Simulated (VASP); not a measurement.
Given:

```
MnF2
1.0
    4.86707     0.00000     0.00000
    0.00000     4.86707     0.00000
    0.00000     0.00000     3.30285
Mn F
2 4
Cartesian
  0.00000   0.00000   0.00000
  2.43353   2.43353   1.65143
  1.48002   1.48002   0.00000
  3.91356   0.95351   1.65143
  0.95351   3.91356   1.65143
  3.38704   3.38704   0.00000
```
Starting moments (μB, in the order of the record's atoms Mn Mn F F F F): 4.6 -4.6 0.0 0.0 0.0 0.0.

Method: revTPSS meta-GGA, VASP's PBE PAW potentials (set 64) (plane waves; VASP 6.6.1). Numerical set-up: 520 eV cut-off, 5×5×8 Γ-centred mesh, tetrahedra with Blöchl corrections, potentials Mn_pv F.

The cores are frozen, which limits the accuracy of field gradients.

**Question.** Give the principal components of the electric field gradient (V/Å²) and the asymmetry η at each nucleus.

**Answer.** 
| atom | Vxx | Vyy | Vzz | η |
|---|---|---|---|---|
| Mn1 | -12.8 | -12.0 | 24.7 | 0.03 |
| Mn2 | -12.8 | -12.0 | 24.7 | 0.03 |
| F3 | 44.4 | 18.0 | -62.4 | 0.42 |
| F4 | 44.4 | 18.0 | -62.4 | 0.42 |
| F5 | 44.4 | 18.0 | -62.4 | 0.42 |
| F6 | 44.4 | 18.0 | -62.4 | 0.42 |

The compound is MnF2 in the rutile structure. It was relaxed first.
